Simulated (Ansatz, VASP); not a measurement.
## Cross-check of Al7C34N7 (C(100)/AlN(10-10) interface) between VASP and Ansatz

Wanted: the spread between two codes on one cell, functional and k mesh. The cell is taken from a series of runs on this material, whose earlier steps may have relaxed, scaled, displaced or heated it; both programs get it as it stands.

Main program and level: Ansatz 0.2.0; plane waves, with VASP 6.6.1 beside it; single point at PBE.

### Step 1. Starting point

The cell holds 192 atoms: 136 C, 28 Al and 28 N. Its edges and angles: a = 13.476 Å, b = 7.995 Å, c = 13.269 Å, α = 89.0°, β = 91.7°, γ = 85.7°. Diamond-structure C(100), 4 repeat layers, 17 surface cells, strained +0.26 and -0.02 %; wurtzite AlN(10-10), 2 layers, 7 cells, -0.26 and +0.02 %; outer planes 1.98 A apart and 2.06 A at the second interface of the periodic stack; (so at first; earlier steps may have moved the atoms), displaced by a Gaussian of 0.02 A. The structure's axis is c.

### Step 2. Ansatz: single point, PBE

Ansatz runs on its default PAW (the set named soft_2) files.

A single point gives forces, pressure and levels at one fixed geometry, so differences don't come from the geometry; what else differs is listed under the comparison.

input.yaml reads:

```yaml
crystal:
  lattice:
    - [13.47421, 0.05654, -0.19287]
    - [0.57152, 7.97428, 0.07037]
    - [-0.19648, 0.13616, 13.2665]
  atoms:
    - { symbol: C, position: [0.99119, 0.01612, 0.98599] }
    - { symbol: C, position: [0.84249, 0.27547, 0.05845] }
    - { symbol: C, position: [0.93032, 0.20906, 0.12632] }
    - { symbol: C, position: [0.90501, 0.06342, 0.1919] }
    - { symbol: C, position: [0.82037, 0.12379, 0.26441] }
    - { symbol: C, position: [0.03057, 0.15031, 0.31653] }
    - { symbol: C, position: [0.94641, 0.20544, 0.39399] }
    - { symbol: C, position: [0.95035, 0.03552, 0.44069] }
    - { symbol: C, position: [0.36626, 0.10128, 0.98623] }
    - { symbol: C, position: [0.26022, 0.34476, 0.04806] }
    - { symbol: C, position: [0.34519, 0.28317, 0.12298] }
    - { symbol: C, position: [0.31678, 0.13261, 0.18939] }
    - { symbol: C, position: [0.23039, 0.18211, 0.25768] }
    - { symbol: C, position: [0.44111, 0.21604, 0.32322] }
    - { symbol: C, position: [0.3551, 0.26273, 0.39359] }
    - { symbol: C, position: [0.35469, 0.09273, 0.45751] }
    - { symbol: C, position: [0.24822, 0.19012, 0.98498] }
    - { symbol: C, position: [0.06889, 0.45688, 0.05781] }
    - { symbol: C, position: [0.16746, 0.3957, 0.11482] }
    - { symbol: C, position: [0.14221, 0.24445, 0.18443] }
    - { symbol: C, position: [0.05691, 0.3018, 0.2542] }
    - { symbol: C, position: [0.26234, 0.31997, 0.32537] }
    - { symbol: C, position: [0.1796, 0.38783, 0.39484] }
    - { symbol: C, position: [0.11971, 0.25866, 0.4548] }
    - { symbol: C, position: [0.01447, 0.32743, 0.99421] }
    - { symbol: C, position: [0.90616, 0.56748, 0.05396] }
    - { symbol: C, position: [0.99015, 0.51035, 0.12964] }
    - { symbol: C, position: [0.96294, 0.35906, 0.19266] }
    - { symbol: C, position: [0.87664, 0.41392, 0.26004] }
    - { symbol: C, position: [0.0901, 0.45385, 0.32383] }
    - { symbol: C, position: [0.0001, 0.49702, 0.39194] }
    - { symbol: C, position: [0.00947, 0.3274, 0.44416] }
    - { symbol: C, position: [0.7898, 0.14478, 0.00018] }
    - { symbol: C, position: [0.66789, 0.38736, 0.05149] }
    - { symbol: C, position: [0.7575, 0.33794, 0.12443] }
    - { symbol: C, position: [0.73, 0.18674, 0.19563] }
    - { symbol: C, position: [0.64072, 0.24281, 0.25698] }
    - { symbol: C, position: [0.84991, 0.2696, 0.33387] }
    - { symbol: C, position: [0.75658, 0.33375, 0.39658] }
    - { symbol: C, position: [0.69934, 0.20144, 0.44721] }
    - { symbol: C, position: [0.665, 0.21579, 0.98674] }
    - { symbol: C, position: [0.49433, 0.5143, 0.05085] }
    - { symbol: C, position: [0.58047, 0.44295, 0.12051] }
    - { symbol: C, position: [0.55219, 0.30086, 0.187] }
    - { symbol: C, position: [0.46788, 0.36239, 0.25695] }
    - { symbol: C, position: [0.67299, 0.39286, 0.32078] }
    - { symbol: C, position: [0.59197, 0.44652, 0.39597] }
    - { symbol: C, position: [0.59195, 0.27152, 0.44974] }
    - { symbol: C, position: [0.4346, 0.39224, 0.98801] }
    - { symbol: C, position: [0.31782, 0.63331, 0.05514] }
    - { symbol: C, position: [0.40978, 0.57976, 0.1209] }
    - { symbol: C, position: [0.37852, 0.4243, 0.18827] }
    - { symbol: C, position: [0.2901, 0.47294, 0.25387] }
    - { symbol: C, position: [0.4991, 0.50663, 0.32896] }
    - { symbol: C, position: [0.40779, 0.56198, 0.38861] }
    - { symbol: C, position: [0.36608, 0.42451, 0.45449] }
    - { symbol: C, position: [0.32358, 0.48553, 0.98192] }
    - { symbol: C, position: [0.13661, 0.74013, 0.05156] }
    - { symbol: C, position: [0.22506, 0.67566, 0.12273] }
    - { symbol: C, position: [0.1991, 0.53376, 0.18867] }
    - { symbol: C, position: [0.11472, 0.59761, 0.25857] }
    - { symbol: C, position: [0.32224, 0.61774, 0.31386] }
    - { symbol: C, position: [0.24337, 0.67123, 0.39116] }
    - { symbol: C, position: [0.24449, 0.51025, 0.45738] }
    - { symbol: C, position: [0.07504, 0.61485, 0.99163] }
    - { symbol: C, position: [0.96369, 0.86559, 0.04945] }
    - { symbol: C, position: [0.05374, 0.80886, 0.12162] }
    - { symbol: C, position: [0.02382, 0.65671, 0.19146] }
    - { symbol: C, position: [0.93633, 0.70845, 0.25712] }
    - { symbol: C, position: [0.1464, 0.73773, 0.33283] }
    - { symbol: C, position: [0.05473, 0.79207, 0.39969] }
    - { symbol: C, position: [0.00109, 0.64782, 0.46161] }
    - { symbol: C, position: [0.89734, 0.4033, 0.99214] }
    - { symbol: C, position: [0.72325, 0.68716, 0.05276] }
    - { symbol: C, position: [0.81649, 0.62757, 0.11717] }
    - { symbol: C, position: [0.78817, 0.48071, 0.18954] }
    - { symbol: C, position: [0.70298, 0.53952, 0.25725] }
    - { symbol: C, position: [0.90724, 0.55223, 0.32619] }
    - { symbol: C, position: [0.82347, 0.61743, 0.39793] }
    - { symbol: C, position: [0.76273, 0.4945, 0.46146] }
    - { symbol: C, position: [0.67702, 0.54737, 0.98811] }
    - { symbol: C, position: [0.5552, 0.80043, 0.04884] }
    - { symbol: C, position: [0.64209, 0.7404, 0.12764] }
    - { symbol: C, position: [0.61203, 0.59473, 0.19074] }
    - { symbol: C, position: [0.52664, 0.65492, 0.25906] }
    - { symbol: C, position: [0.73698, 0.68741, 0.32615] }
    - { symbol: C, position: [0.65166, 0.74324, 0.39665] }
    - { symbol: C, position: [0.64498, 0.58434, 0.46075] }
    - { symbol: C, position: [0.55265, 0.63893, 0.98857] }
    - { symbol: C, position: [0.36659, 0.93542, 0.05053] }
    - { symbol: C, position: [0.46352, 0.86634, 0.11196] }
    - { symbol: C, position: [0.43794, 0.71972, 0.18585] }
    - { symbol: C, position: [0.34921, 0.77254, 0.24934] }
    - { symbol: C, position: [0.55592, 0.80016, 0.32744] }
    - { symbol: C, position: [0.46321, 0.86146, 0.38516] }
    - { symbol: C, position: [0.40656, 0.73053, 0.44085] }
    - { symbol: C, position: [0.30416, 0.80689, 0.01017] }
    - { symbol: C, position: [0.19958, 0.046, 0.04834] }
    - { symbol: C, position: [0.28357, 0.98911, 0.12596] }
    - { symbol: C, position: [0.25603, 0.83212, 0.18905] }
    - { symbol: C, position: [0.17243, 0.88795, 0.26156] }
    - { symbol: C, position: [0.38039, 0.92127, 0.31134] }
    - { symbol: C, position: [0.30024, 0.97089, 0.38941] }
    - { symbol: C, position: [0.30631, 0.798, 0.43509] }
    - { symbol: C, position: [0.20082, 0.8699, 0.99595] }
    - { symbol: C, position: [0.01438, 0.16103, 0.05326] }
    - { symbol: C, position: [0.11043, 0.10007, 0.11595] }
    - { symbol: C, position: [0.08416, 0.95004, 0.18794] }
    - { symbol: C, position: [0.99741, 0.00272, 0.25451] }
    - { symbol: C, position: [0.20369, 0.03315, 0.33043] }
    - { symbol: C, position: [0.11306, 0.09374, 0.39416] }
    - { symbol: C, position: [0.05419, 0.96424, 0.45368] }
    - { symbol: C, position: [0.95414, 0.70286, 0.98938] }
    - { symbol: C, position: [0.78035, 0.98689, 0.06043] }
    - { symbol: C, position: [0.8739, 0.92023, 0.12008] }
    - { symbol: C, position: [0.84771, 0.77134, 0.18765] }
    - { symbol: C, position: [0.76319, 0.83094, 0.25983] }
    - { symbol: C, position: [0.96987, 0.84969, 0.32121] }
    - { symbol: C, position: [0.88795, 0.90685, 0.39664] }
    - { symbol: C, position: [0.88554, 0.73959, 0.45999] }
    - { symbol: C, position: [0.72197, 0.86051, 0.99657] }
    - { symbol: C, position: [0.61511, 0.09468, 0.05641] }
    - { symbol: C, position: [0.7, 0.04049, 0.13377] }
    - { symbol: C, position: [0.6719, 0.88838, 0.1944] }
    - { symbol: C, position: [0.58241, 0.94547, 0.25524] }
    - { symbol: C, position: [0.79423, 0.97501, 0.33096] }
    - { symbol: C, position: [0.70067, 0.03687, 0.39127] }
    - { symbol: C, position: [0.68347, 0.89347, 0.45857] }
    - { symbol: C, position: [0.61674, 0.92771, 0.00844] }
    - { symbol: C, position: [0.42478, 0.2267, 0.04905] }
    - { symbol: C, position: [0.52103, 0.15851, 0.1136] }
    - { symbol: C, position: [0.49429, 0.00995, 0.18143] }
    - { symbol: C, position: [0.40895, 0.07047, 0.25072] }
    - { symbol: C, position: [0.61107, 0.08671, 0.32079] }
    - { symbol: C, position: [0.52794, 0.14607, 0.39274] }
    - { symbol: C, position: [0.47237, 0.01113, 0.45328] }
    - { symbol: Al, position: [0.0735, 0.95351, 0.60492] }
    - { symbol: "N", position: [0.95506, 0.89034, 0.67513] }
    - { symbol: Al, position: [0.8699, 0.07909, 0.67792] }
    - { symbol: "N", position: [0.88876, 0.24934, 0.5968] }
    - { symbol: Al, position: [0.99643, 0.81988, 0.80697] }
    - { symbol: "N", position: [0.0217, 0.01624, 0.88617] }
    - { symbol: Al, position: [0.92654, 0.23173, 0.8718] }
    - { symbol: "N", position: [0.81534, 0.12335, 0.80133] }
    - { symbol: Al, position: [0.19612, 0.25302, 0.58934] }
    - { symbol: "N", position: [0.10239, 0.15337, 0.67241] }
    - { symbol: Al, position: [0.99705, 0.34362, 0.64853] }
    - { symbol: "N", position: [0.01921, 0.57645, 0.57341] }
    - { symbol: Al, position: [0.14335, 0.09473, 0.80782] }
    - { symbol: "N", position: [0.1985, 0.25766, 0.88374] }
    - { symbol: Al, position: [0.07978, 0.45618, 0.87298] }
    - { symbol: "N", position: [0.97162, 0.39971, 0.78407] }
    - { symbol: Al, position: [0.64076, 0.14122, 0.58888] }
    - { symbol: "N", position: [0.53424, 0.04877, 0.65313] }
    - { symbol: Al, position: [0.41863, 0.20041, 0.63653] }
    - { symbol: "N", position: [0.41604, 0.40891, 0.56224] }
    - { symbol: Al, position: [0.57368, 0.00459, 0.78986] }
    - { symbol: "N", position: [0.6127, 0.20506, 0.88128] }
    - { symbol: Al, position: [0.49196, 0.34474, 0.854] }
    - { symbol: "N", position: [0.39801, 0.23194, 0.77498] }
    - { symbol: Al, position: [0.3073, 0.57515, 0.59341] }
    - { symbol: "N", position: [0.22595, 0.43561, 0.67198] }
    - { symbol: Al, position: [0.12793, 0.61694, 0.65713] }
    - { symbol: "N", position: [0.18372, 0.79595, 0.60248] }
    - { symbol: Al, position: [0.28195, 0.37065, 0.79665] }
    - { symbol: "N", position: [0.30591, 0.56095, 0.8738] }
    - { symbol: Al, position: [0.21141, 0.7501, 0.85344] }
    - { symbol: "N", position: [0.10299, 0.66661, 0.79015] }
    - { symbol: Al, position: [0.78459, 0.41049, 0.6018] }
    - { symbol: "N", position: [0.67021, 0.32617, 0.66478] }
    - { symbol: Al, position: [0.54406, 0.46915, 0.63152] }
    - { symbol: "N", position: [0.59854, 0.64151, 0.56274] }
    - { symbol: Al, position: [0.70486, 0.30411, 0.8033] }
    - { symbol: "N", position: [0.71324, 0.51938, 0.88033] }
    - { symbol: Al, position: [0.59838, 0.67299, 0.843] }
    - { symbol: "N", position: [0.51915, 0.52422, 0.7686] }
    - { symbol: Al, position: [0.49292, 0.84528, 0.57695] }
    - { symbol: "N", position: [0.38736, 0.74398, 0.65225] }
    - { symbol: Al, position: [0.28416, 0.91048, 0.64908] }
    - { symbol: "N", position: [0.31377, 0.10453, 0.56493] }
    - { symbol: Al, position: [0.41429, 0.68586, 0.78794] }
    - { symbol: "N", position: [0.48043, 0.86599, 0.83697] }
    - { symbol: Al, position: [0.37635, 0.03125, 0.84642] }
    - { symbol: "N", position: [0.25976, 0.94182, 0.78952] }
    - { symbol: Al, position: [0.90365, 0.7073, 0.60902] }
    - { symbol: "N", position: [0.81159, 0.59826, 0.68422] }
    - { symbol: Al, position: [0.69705, 0.7383, 0.65302] }
    - { symbol: "N", position: [0.70222, 0.91137, 0.55476] }
    - { symbol: Al, position: [0.85037, 0.54441, 0.83026] }
    - { symbol: "N", position: [0.89968, 0.73901, 0.88724] }
    - { symbol: Al, position: [0.78253, 0.90636, 0.86273] }
    - { symbol: "N", position: [0.67709, 0.83854, 0.77724] }
kpoints:
  mp_grid: { grid: [1, 2, 1] }
hamiltonian:
  xc: pbe
scf:
  occupations: { method: gaussian, width: 0.05 }
output:
  forces: true
  stress: true
  populations: true
  dos:
    method: { smearing: { sigma: 0.08 } }
    de: 0.1
    projected:
      site_lists:
        Al: [Al]
        C: [C]
        "N": ["N"]
        AlN: [136, 137, 138, 139, 140, 141, 142, 143, 144, 145, 146, 147, 148, 149, 150, 151, 152, 153, 154, 155, 156, 157, 158, 159, 160, 161, 162, 163, 164, 165, 166, 167, 168, 169, 170, 171, 172, 173, 174, 175, 176, 177, 178, 179, 180, 181, 182, 183, 184, 185, 186, 187, 188, 189, 190, 191]
  eigenvalues: true
  write_density: true
  write_potential: true
  volumetric_format: npy
  elf: true
```

On the command line:

```
ansatz run input.yaml --threads 4 --pin off --max-ram 8192MiB --backend cpu --events-out ev --progress --plain --runs-dir out
```

Numbers of over 12 decimals in the logs are rounded to 6 here.

What it wrote:

```text
Engine: ansatz 0.2.0, aarch64-unknown-linux-gnu
Pseudopotentials: kind: paw
Pseudopotential: C, paw, valence charge 4, recommended cutoff 420 eV (normal), C.paw.azcp
Pseudopotential: Al, paw, valence charge 3, recommended cutoff 420 eV (normal), Al.paw.azcp
Pseudopotential: N, paw, valence charge 5, recommended cutoff 420 eV (normal), N.paw.azcp
Functional definition: PBE
  parameter kappa = 0.804
  parameter beta = 0.066725
  exchange = pbe_x(kappa = kappa, mu = beta*pi^2/3)
  correlation = pbe_c(beta = beta)
Crystal: 192 atoms, lattice volume = 1424.571 Å³
Basis set: ecut = 420 eV, 27843 PW (Γ), exchange–correlation on 192×108×180 points (8 copies of the dense FFT grid, shifted against one another)
Bands: 576, of which v1, the nominal top of the filled ones, is band 384 counted from 1 (383 counted from 0)
Symmetry: 1 space group operations
Space group: P1 (ITA 1), of the structure as read, at distance tolerance 1.1e-4 Å
k-points: 2
Non-local potential: C, projectors of the file, l = 0: 2, l = 1: 2, l = 2: 1
Non-local potential: Al, projectors of the file, l = 0: 2, l = 1: 2, l = 2: 1
Non-local potential: N, projectors of the file, l = 0: 2, l = 1: 2, l = 2: 1
PAW form: soft (Blöchl's): semilocal exchange-correlation on the pseudo side does not see the compensation charge
PAW one-centre angular grid: C, 110 points (default); XC on 64 Gauss nodes
PAW one-centre angular grid: Al, 110 points (default); XC on 64 Gauss nodes
PAW one-centre angular grid: N, 110 points (default); XC on 64 Gauss nodes
Initial density: superposition of atomic densities (neutral atoms: chi_scale 0, normalization atom), corrected by the library's trained network
Initial wavefunctions: pseudopotential atomic-orbital guess
Functional: x = pbe(κ = 0.804, μ = 0.219515), c = pbe(β = 0.066725)
SCF iter   1: F=—  HF=-59914.088846 eV  |F-HF|=—  |Δ(HF+E_count)|=         —  Δρ=1.34e-2  dr2=7.40e0  ethr=1.77e-3  ⟨swp⟩=6.0  Hψ=4741  notcnv=0  defer=347
preconditioner: auto → Resta (q_TF=auto, 2.461 Å⁻¹)  ε∞=4.3  [insulator: Δε(μ)=0.109 eV  Ē_g=14.973 eV  σ=0.050 eV  W_gap=0.88  n_scr=348 (ndim 8)  ℏωp=27.3 eV  f_vac=0.000  D(μ)=13.18/eV (n_scr^D=50)  ε∞_Penn≈4.3]
SCF iter   2: F=—  HF=-59913.559852 eV  |F-HF|=—  |Δ(HF+E_count)|=   5.29e-1  Δρ=1.27e-2  dr2=6.09e0  ethr=9.63e-4  ⟨swp⟩=2.0  Hψ=1330  notcnv=0  defer=355
SCF iter   3: F=—  HF=-59913.532886 eV  |F-HF|=—  |Δ(HF+E_count)|=   2.70e-2  Δρ=1.13e-2  dr2=5.85e0  ethr=7.94e-4  ⟨swp⟩=2.0  Hψ=797  notcnv=0  defer=358
SCF iter   4: F=—  HF=-59913.281073 eV  |F-HF|=—  |Δ(HF+E_count)|=   2.52e-1  Δρ=8.05e-3  dr2=3.05e0  ethr=7.62e-4  ⟨swp⟩=1.0  Hψ=1326  notcnv=0  defer=369
SCF iter   5: F=—  HF=-59913.199721 eV  |F-HF|=—  |Δ(HF+E_count)|=   8.14e-2  Δρ=1.62e-3  dr2=1.38e-1  ethr=3.97e-4  ⟨swp⟩=1.0  Hψ=782  notcnv=0  defer=369
SCF iter   6: F=—  HF=-59913.194116 eV  |F-HF|=—  |Δ(HF+E_count)|=   5.60e-3  Δρ=1.50e-3  dr2=1.14e-1  ethr=1.80e-5  ⟨swp⟩=2.0  Hψ=785  notcnv=0  defer=369
SCF iter   7: F=—  HF=-59913.192297 eV  |F-HF|=—  |Δ(HF+E_count)|=   1.82e-3  Δρ=4.92e-4  dr2=1.23e-2  ethr=1.49e-5  ⟨swp⟩=1.0  Hψ=782  notcnv=0  defer=369
SCF iter   8: F=—  HF=-59913.192224 eV  |F-HF|=—  |Δ(HF+E_count)|=   7.25e-5  Δρ=5.82e-4  dr2=1.58e-2  ethr=1.60e-6  ⟨swp⟩=2.0  Hψ=811  notcnv=0  defer=369
SCF iter   9: F=—  HF=-59913.191980 eV  |F-HF|=—  |Δ(HF+E_count)|=   2.44e-4  Δρ=5.66e-5  dr2=1.55e-4  ethr=1.60e-6  ⟨swp⟩=1.0  Hψ=782  notcnv=0  defer=369
SCF iter  10: F=—  HF=-59913.191987 eV  |F-HF|=—  |Δ(HF+E_count)|=   6.47e-6  Δρ=1.55e-4  dr2=1.13e-3  ethr=2.02e-8  ⟨swp⟩=2.0  Hψ=1235  notcnv=0  defer=369
SCF iter  11: F=—  HF=-59913.191973 eV  |F-HF|=—  |Δ(HF+E_count)|=   1.34e-5  Δρ=3.57e-5  dr2=5.48e-5  ethr=2.02e-8  ⟨swp⟩=2.0  Hψ=785  notcnv=0  defer=369
SCF iter  12: F=—  HF=-59913.192291 eV  |F-HF|=—  |Δ(HF+E_count)|=   3.18e-4  Δρ=2.40e-5  dr2=2.61e-5  ethr=7.14e-9  ⟨swp⟩=1.5  Hψ=785  notcnv=0  defer=369
SCF iter  13: F=—  HF=-59913.192292 eV  |F-HF|=—  |Δ(HF+E_count)|=   2.81e-7  Δρ=1.20e-5  dr2=6.53e-6  ethr=3.40e-9  ⟨swp⟩=1.0  Hψ=782  notcnv=0  defer=369
SCF iter  14: F=—  HF=-59913.192292 eV  |F-HF|=—  |Δ(HF+E_count)|=   1.94e-9  Δρ=2.75e-6  dr2=3.36e-7  ethr=8.51e-10  ⟨swp⟩=1.0  Hψ=782  notcnv=0  defer=369
SCF iter  15: F=-59913.192292 eV  HF=-59913.192292 eV  |F-HF|=2.82e-9  |Δ(HF+E_count)|=   1.43e-8  Δρ=3.92e-7  dr2=3.40e-9  ethr=1.30e-11  ⟨swp⟩=20.5  Hψ=9671  notcnv=0
SCF 1 converged in 15 iterations: F = -59913.192292 eV  dr2 = 3.40e-9
  greatest PAW one-centre occupation: 0.804 electrons in one spin orbital (limit 2), on the N atom at site 187 (counted from 0), in its partial waves of l = 0
SCF converged after 15 iterations
Free energy (F): -59913.192292 eV
Harris-Foulkes:  -59913.192292 eV  (|F-HF|=2.82e-9)
Internal energy: -59913.145993 eV  (E = F + TS)
E sigma→0 (E₀):  -59913.169142 eV
Entropy (-TS):   -0.046298 eV (-0.241 meV/atom)
Fermi energy:    10.879275 eV
[...]
--- Löwdin populations: 192 sites ---
  site symbol       q [e]
     0      C      3.8860
     1      C      3.9690
     2      C      3.9686
     3      C      3.9844
     4      C      3.9785
     5      C      3.9344
     6      C      3.9545
     7      C      3.8924
     8      C      4.3199
     9      C      3.9851
    10      C      3.9736
    11      C      3.9875
    12      C      3.9821
    13      C      3.9677
    14      C      3.9888
    15      C      3.8821
    16      C      3.8805
    17      C      3.9512
    18      C      3.9772
    19      C      3.9759
    20      C      3.9937
    21      C      3.9708
    22      C      3.9682
    23      C      4.2772
[...]
184     Al      1.9634
   185      N      6.0010
   186     Al      1.9308
   187      N      5.5071
   188     Al      2.0204
   189      N      5.7545
   190     Al      1.9479
   191      N      6.0225
  spilling = 0.005500 (of n_electrons = 768.000000)
```

Reading the cycles: dr2 is the Hartree energy of the density residual (eV), the measure of convergence; HF is the Harris–Foulkes estimate of the energy, which meets the free energy F at convergence.

[end of part 1 of 2]

[Lines on the potential files, build, host, timing and source positions are cut from VASP's logs without a mark.]

[Logs are printed without paths, hosts, clocks, repeated set-up lines and the standing remarks that a program may print on its own settings, such as how far it seeks lower states.]

[Hosts, paths, dates, database ids (printed as entryN), source tags and the programs' standing remarks are cut or masked in the printed files.]
